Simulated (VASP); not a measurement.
Output of a VASP run:

File OSZICAR:
```
       N       E                     dE             d eps       ncg     rms          rms(c)
DAV:   1     0.700863965263E+02    0.70086E+02   -0.48682E+03   384   0.736E+02
DAV:   2    -0.107369635781E+01   -0.71160E+02   -0.66674E+02   484   0.197E+02
DAV:   3    -0.543239659267E+01   -0.43587E+01   -0.43447E+01   500   0.475E+01
DAV:   4    -0.563625937272E+01   -0.20386E+00   -0.20375E+00   672   0.973E+00
DAV:   5    -0.563792499553E+01   -0.16656E-02   -0.16655E-02   484   0.858E-01    0.322E+00
DAV:   6    -0.555466690980E+01    0.83258E-01   -0.12218E-01   464   0.220E+00    0.230E+00
DAV:   7    -0.555071726854E+01    0.39496E-02   -0.13634E-01   460   0.206E+00    0.796E-01
DAV:   8    -0.555583087210E+01   -0.51136E-02   -0.14436E-02   508   0.839E-01    0.101E-01
DAV:   9    -0.555632228480E+01   -0.49141E-03   -0.83254E-04   476   0.190E-01    0.741E-02
DAV:  10    -0.555654696573E+01   -0.22468E-03   -0.22006E-04   460   0.961E-02    0.197E-02
DAV:  11    -0.555657095183E+01   -0.23986E-04   -0.39812E-05   472   0.383E-02    0.111E-02
DAV:  12    -0.555657329317E+01   -0.23413E-05   -0.41848E-06   468   0.166E-02    0.101E-02
DAV:  13    -0.555657286372E+01    0.42944E-06   -0.87066E-07   340   0.633E-03
   1 F= -.55565729E+01 E0= -.55565729E+01  d E =-.390212E-10
```

File OUTCAR:
```
------------------------ aborting loop because EDIFF is reached ----------------------------------------
  FORCE on cell =-STRESS in cart. coord.  units (eV):
  Direction    XX          YY          ZZ          XY          YZ          ZX
  --------------------------------------------------------------------------------------
  Total        0.2643051      0.2643051      0.2643051      0.0000000      0.0000000     -0.0000000
  in kB        4.7931152      4.7931152      4.7931152      0.0000000      0.0000000     -0.0000000
  external PRESSURE =       4.7931152 kB  Pullay stress =       0.0000000 kB
  volume of cell :       88.35
      direct lattice vectors                 reciprocal lattice vectors
     0.000000000  3.535000000  3.535000000    -0.141442716  0.141442716  0.141442716
     3.535000000  0.000000000  3.535000000     0.141442716 -0.141442716  0.141442716
     3.535000000  3.535000000  0.000000000     0.141442716  0.141442716 -0.141442716
  FREE ENERGIE OF THE ION-ELECTRON SYSTEM (eV)
  ---------------------------------------------------
  free  energy   TOTEN  =        -5.5565728637 eV

  energy  without entropy=       -5.5565728637  energy(sigma->0) =       -5.55657286
```
(Selected blocks of OUTCAR.)

### POSCAR
```
KI
1
    0.0000000000     3.5350000000     3.5350000000
    3.5350000000     0.0000000000     3.5350000000
    3.5350000000     3.5350000000     0.0000000000
K I
1 1
Direct
  0.0000000000   0.0000000000   0.0000000000
  0.5000000000   0.5000000000   0.5000000000
```

Task: Write an INCAR and KPOINTS that could have produced this output.

Result: Several could match; the one computed here: the input of the run itself, PBE GGA, plane waves, VASP's PBE PAW potentials (set 64).

### INCAR
```
ALGO = Normal
EDIFF = 1E-6
ENCUT = 300
GGA = PE
ISIF = 2
ISMEAR = -1
LASPH = .TRUE.
LCHARG = .FALSE.
LMAXMIX = 4
LREAL = .FALSE.
LWAVE = .FALSE.
NELM = 100
PREC = Accurate
SIGMA = 0.05
SYSTEM = KI
```

**KPOINTS**
```
Automatic mesh
0
Gamma
6 6 6
0 0 0
```

POTCAR, in this order: K_sv I (PBE.64 set). Program: vasp_std.

At this cut-off the stress carries a Pulay error, which pulls relaxed volumes low.

The structure is a typed KI crystal. The cell was not relaxed at this level.
